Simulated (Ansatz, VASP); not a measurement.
# Cross-check of Ru (Ruthenium) between VASP and Ansatz, part 2 of 2

Wanted: the spread between two codes on one cell, functional and k mesh. The cell is taken from a series of runs on this material, whose earlier steps may have relaxed, scaled, displaced or heated it; both programs get it as it stands.

VASP 6.6.1 and Ansatz 0.2.0.

So far: Set-up; Ansatz: zone-centre phonons, LDA; VASP: zone-centre phonons, LDA.

**3. VASP: zone-centre phonons, LDA (continued)**

Level of this step: LDA; plane waves and PAW (Ru_pv) (VASP).

Numbers of over 12 decimals in the logs are rounded to 6 here.

Parts of OUTCAR (step 3):

```text
ion  position               nearest neighbor table
   1  0.333  0.667  0.250-   2 2.55   2 2.55   2 2.55   2 2.55   2 2.55   2 2.55
   2  0.667  0.333  0.750-   1 2.55   1 2.55   1 2.55   1 2.55   1 2.55   1 2.55

  LATTYP: Found a hexagonal cell.
 ALAT       =     2.5986493694
 C/A-ratio  =     1.5844555317

 Subroutine GETGRP returns: Found 24 space group operations
 (whereof 12 operations were pure point group operations)

The static configuration has the point symmetry D_3d.
 The point group associated with its full space group is D_6h.

 Found    259 irreducible k-points:

   k-points           NKPTS =    259   k-points in BZ     NKDIM =    259   number of bands    NBANDS=     20

   dimension x,y,z NGX =    20 NGY =   20 NGZ =   30
   dimension x,y,z NGXF=    40 NGYF=   40 NGZF=   60

   ENCUT  =  500.0 eV  36.75 Ry    6.06 a.u.   4.74  4.74  7.51*2*pi/ulx,y,z

   NELECT =      28.0000    total number of electrons

 k-points in reciprocal lattice and weights: Automatic mesh
   0.00000000  0.00000000  0.00000000       0.000
   0.05555556  0.00000000  0.00000000       0.002
   0.11111111  0.00000000  0.00000000       0.002
   0.16666667 -0.00000000  0.00000000       0.002
   0.22222222  0.00000000  0.00000000       0.002
   0.27777778  0.00000000  0.00000000       0.002
   0.33333333 -0.00000000  0.00000000       0.002
   0.38888889  0.00000000  0.00000000       0.002
   0.44444444  0.00000000  0.00000000       0.002
[...]
0.33333333  0.27777778  0.50000000       0.003
   0.33333333  0.33333333  0.50000000       0.001

 average (electrostatic) potential at core
       1 -65.2465       2 -65.2465

  Total        5.8154236      5.8154236      5.8340635     -0.0000000      0.0000000      0.0000000
  in kB      386.9351612    386.9351612    388.1753878     -0.0000000      0.0000000      0.0000000
  external PRESSURE =     387.3485701 kB  Pullay stress =       0.0000000 kB

  energy-cutoff  :      500.00
  volume of cell :       24.08
      direct lattice vectors                 reciprocal lattice vectors
     2.598649369  0.000000000  0.000000000     0.384815286  0.222173209  0.000000000
    -1.299324685  2.250496369  0.000000000     0.000000000  0.444346418  0.000000000
     0.000000000  0.000000000  4.117444368     0.000000000  0.000000000  0.242869098

 POSITION                                       TOTAL-FORCE (eV/Angst)
 -----------------------------------------------------------------------------------
     -0.00000      1.50033      1.02936        -0.000000     -0.000000      0.000000
      1.29932      0.75017      3.08808         0.000000      0.000000      0.000000
 -----------------------------------------------------------------------------------
    total drift:                                0.000000     -0.000000      0.000000

 Eigenvectors and eigenvalues of the dynamical matrix
 ----------------------------------------------------

   1 f  =   10.295754 THz    64.690132 2PiTHz  343.429398 cm-1    42.579799 meV
             X         Y         Z           dx          dy          dz
     -0.000000  1.500331  1.029361     0.000000    0.000000    0.707107
      1.299325  0.750165  3.088083     0.000000    0.000000   -0.707107

   2 f  =    7.146272 THz    44.901350 2PiTHz  238.373968 cm-1    29.554592 meV
             X         Y         Z           dx          dy          dz
     -0.000000  1.500331  1.029361    -0.707107    0.000000   -0.000000
      1.299325  0.750165  3.088083     0.707107    0.000000    0.000000

   3 f  =    7.146272 THz    44.901350 2PiTHz  238.373968 cm-1    29.554592 meV
             X         Y         Z           dx          dy          dz
     -0.000000  1.500331  1.029361    -0.000000   -0.707107    0.000000
      1.299325  0.750165  3.088083     0.000000    0.707107    0.000000

   4 f  =    0.000000 THz     0.000000 2PiTHz    0.000001 cm-1     0.000000 meV
             X         Y         Z           dx          dy          dz
     -0.000000  1.500331  1.029361     0.681517   -0.188505    0.000000
      1.299325  0.750165  3.088083     0.681517   -0.188505    0.000000

   5 f  =    0.000000 THz     0.000000 2PiTHz    0.000000 cm-1     0.000000 meV
             X         Y         Z           dx          dy          dz
     -0.000000  1.500331  1.029361     0.000000    0.000000    0.707107
      1.299325  0.750165  3.088083     0.000000    0.000000    0.707107

   6 f/i=    0.000000 THz     0.000001 2PiTHz    0.000003 cm-1     0.000000 meV
             X         Y         Z           dx          dy          dz
     -0.000000  1.500331  1.029361     0.188505    0.681517   -0.000000
      1.299325  0.750165  3.088083     0.188505    0.681517    0.000000

 ELASTIC MODULI CONTR FROM IONIC RELAXATION (kBar)
 Direction    XX          YY          ZZ          XY          YZ          ZX
 --------------------------------------------------------------------------------
 XX        -151.8312    151.8312      0.0000     -0.0000     -0.0000      0.0000
 YY         151.8312   -151.8312      0.0000      0.0000     -0.0000      0.0000
 ZZ           0.0000      0.0000     -0.0000      0.0000      0.0000      0.0000
 XY          -0.0000      0.0000      0.0000   -151.8312     -0.0000      0.0000
 YZ          -0.0000     -0.0000      0.0000     -0.0000     -0.0000      0.0000
 ZX           0.0000      0.0000      0.0000      0.0000      0.0000      0.0000
 --------------------------------------------------------------------------------
```

**4. Comparison**

Known differences besides the potentials themselves: the two LDA forms differ slightly; the data sets hold 32 valence electrons in Ansatz (on its PAW soft_1 files) and 28 in VASP; the cutoff is 420 eV in Ansatz and 500 eV in VASP; VASP's log shows a relativistic correction to its local exchange, Ansatz's none. Total energies have different zeros and are not compared.

The two programs side by side:

| quantity | Ansatz | VASP | difference |
| --- | --- | --- | --- |
| optical mode 1 to 2 (cm⁻¹) | 237.8 | 238.4 | -0.24 % |
| optical mode 3 (cm⁻¹) | 339.4 | 343.4 | -1.17 % |

Modes are paired by rising frequency, not by their patterns, so a pair may set unlike modes beside each other; they are those without the splitting of longitudinal modes.

**5. Summary of results**

```
r.m.s. difference of the optical zone-centre modes, each program's sorted by frequency (zone-centre phonons, LDA) : 2.4 cm⁻¹
difference in optical mode 3 (zone-centre phonons, LDA)                                                           : -1.2 %
```

What this shows: The r.m.s. difference of the optical zone-centre modes, each program's sorted by frequency is 2.4 cm⁻¹ (zone-centre phonons, LDA). The data sets hold unlike numbers of valence electrons (32 in Ansatz and 28 in VASP), so part of the differences comes from the potentials. Among the rows given in per cent, the largest difference of the zone-centre phonons, LDA pair is in optical mode 3, -1.2 %. How closely two codes agree says nothing of how well the functional describes the real material.

[Lines on the potential files, build, host, timing and source positions are cut from VASP's logs without a mark.]

[Logs are printed without paths, hosts, clocks, repeated set-up lines and the standing remarks that a program may print on its own settings, such as how far it seeks lower states.]

[Hosts, paths, dates, database ids (printed as entryN), source tags and the programs' standing remarks are cut or masked in the printed files.]
